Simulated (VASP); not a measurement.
Elastic constants (GPa) of a crystal from PBE GGA, VASP's PBE PAW potentials (set 64) (VASP 6.6.1):

|  | xx | yy | zz | yz | xz | xy |
|---|---|---|---|---|---|---|
| xx | 67.6 | 17.8 | 17.8 | 0.0 | 0.0 | 0.0 |
| yy | 17.8 | 67.6 | 17.8 | 0.0 | 0.0 | 0.0 |
| zz | 17.8 | 17.8 | 67.6 | 0.0 | 0.0 | 0.0 |
| yz | 0.0 | 0.0 | 0.0 | 8.7 | 0.0 | 0.0 |
| xz | 0.0 | 0.0 | 0.0 | 0.0 | 8.7 | 0.0 |
| xy | 0.0 | 0.0 | 0.0 | 0.0 | 0.0 | 8.7 |

Question: Work out the Voigt, Reuss and Hill moduli, Young's modulus and Poisson's ratio.

Answer: All eigenvalues are positive (smallest 8.7 GPa), so the crystal is stable. K_V = (C11+C22+C33+2(C12+C13+C23))/9 = (202.8 + 2×53.4)/9 = 34.4 GPa; G_V = (202.8 − 53.4 + 3×26.1)/15 = 15.2 GPa. From the compliances, K_R = 34.4 GPa and G_R = 11.8 GPa. Hill: K = 34.4 GPa, G = 13.5 GPa, E = 9KG/(3K+G) = 35.7 GPa, ν = (3K−2G)/(2(3K+G)) = 0.327. K/G = 2.55, above Pugh's 1.75; universal anisotropy A^U = 1.45.

Question: With a density of 3.02 g/cm³, what are the mean sound speeds?

Answer: v_l = √((K+4G/3)/ρ) = 4.16 km/s and v_t = √(G/ρ) = 2.11 km/s. The crystal is SrCl$_{2}$ (fluorite), cubic.

The compound is SrCl2 in the fluorite structure. It was relaxed first.
